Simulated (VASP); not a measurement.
Wanted: the native input for a VASP 6.6.1 run.

* Task: relaxation of cell and atoms
* Functional: PBE
* Potentials or basis: VASP PAW PBE potentials, release 64 (Nb_sv, As)
* Cutoff: 520 eV
* k mesh: 4 × 4 × 4
* Occupations: gaussian, width 0.1 eV
* Spin: no spin polarisation
* Further INCAR settings: ALGO = Normal; EDIFF = 1e-07; IBRION = 2; EDIFFG = -0.002; NSW = 80; ISIF = 3

The structure of NbAs lies in POSCAR:

```
NbAs                                    
1.0
   -1.7306228152      1.7306228152      5.9441575960
    1.7306228152     -1.7306228152      5.9441575960
    1.7306228152      1.7306228152     -5.9441575960
  Nb              As            
     2     2
Direct
     0.9993215110860080    0.9993215110860080    0.0000000000000000
     0.7493215110860080    0.2493215110860079    0.5000000000000000
     0.4166784889139888    0.4166784889139888    0.0000000000000000
     0.1666784889139889    0.6666784889139888    0.5000000000000000
```

One way to write it, as run:

INCAR

```
PREC     = Accurate       # precision mode
ENCUT    = 520            # plane-wave cutoff, eV
EDIFF    = 1E-7           # SCF threshold, eV
ISMEAR   = 0              # smearing method
SIGMA    = 0.1            # smearing width, eV
LREAL    = False          # projectors in reciprocal space
LASPH    = True           # aspherical terms in the spheres
NELM     = 100            # most SCF steps
ALGO     = Normal         # electronic algorithm
ISIF     = 3              # what is computed and relaxed
LWAVE    = False          # write WAVECAR
LCHARG   = False          # write CHGCAR
GGA      = PE             # functional
IBRION   = 2              # ionic algorithm
NSW      = 80             # ionic steps
EDIFFG   = -0.002         # ionic threshold
```

KPOINTS

```
Automatic mesh
0
Gamma
  4 4 4
```

Potentials or basis: VASP PAW PBE potentials, release 64 (Nb_sv, As).

Run with:

```bash
$ cat potpaw_PBE.64/Nb_sv/POTCAR potpaw_PBE.64/As/POTCAR > POTCAR
$ mpirun -np 1 vasp_std > vasp.out
```

Results of the run:

| Item | Value |
| --- | --- |
| Pressure after relaxing | 0.0 GPa |
| Band gap on the k mesh | none (metal or under the smearing width) |

Caveat: the k mesh is coarse (spacing up to 0.64 Å⁻¹), so the values aren't converged; the relaxation stopped at its first step, so nothing moved.

It took 49 s on 1 thread of Intel(R) Xeon(R) Platinum 8488C (Sapphire Rapids), with other jobs on the host, peak memory 0.31 GiB.
